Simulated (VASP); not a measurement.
An input for Ansatz (written as the equivalent of a VASP run, and not itself run):

Ansatz 0.2 input:
```yaml
crystal:
  lattice:
    - [0.0000000, 2.6401871, 2.6401871]
    - [2.6401871, 0.0000000, 2.6401871]
    - [2.6401871, 2.6401871, 0.0000000]
  atoms:
    - { symbol: B, position: [0.0000000, 0.0000000, 0.0000000] }
    - { symbol: Bi, position: [0.2500000, 0.2500000, 0.2500000] }
kpoints:
  mp_grid: { grid: [9, 9, 9] }
hamiltonian:
  xc: pbesol
  pseudopotentials: { kind: paw }
scf:
  occupations: { method: gaussian, width: 0.05 }
  max_iter: 100
relax:
  max_steps: 40
  f_tol: 0.02
  cell: { p_target: 10 }
output: { forces: true, stress: true, eigenvalues: true }
```

Problem. Write the VASP files for the same calculation (PBEsol).

Solution. Several could match; the one computed here: 
File KPOINTS:
```
Automatic mesh
0
G
 9 9 9
0 0 0
```

INCAR:
```
ALGO=Normal
EDIFF=1E-6
EDIFFG=-0.02
ENCUT=620
GGA=PS
IBRION=2
ISIF=3
ISMEAR=0
LASPH=T
LCHARG=F
LMAXMIX=4
LREAL=F
LWAVE=F
NELM=100
NSW=40
PREC=Accurate
PSTRESS=100
SIGMA=0.05
SYSTEM=BBi
```

**POSCAR**
```
BBi
1
    0.0000000000     2.6401870761     2.6401870761
    2.6401870761     0.0000000000     2.6401870761
    2.6401870761     2.6401870761     0.0000000000
B Bi
1 1
Direct
  0.0000000000   0.0000000000   0.0000000000
  0.2500000000   0.2500000000   0.2500000000
```

POTCAR, in this order: B Bi_d (PBE.64 set). Program: vasp_std.

What does not carry over: each code has its own PAW files, so the cut-off isn't converted (ENCUT is set for VASP's; basis.ecutwfc is left out, and Ansatz then takes the one that its files recommend); Ansatz stops its SCF on the density residual and VASP on the energy change (EDIFF).

The structure was generated: BBi was put into the zinc blende type (F-43m), which need not be its known phase. It was relaxed first under an external pressure of 10 GPa.
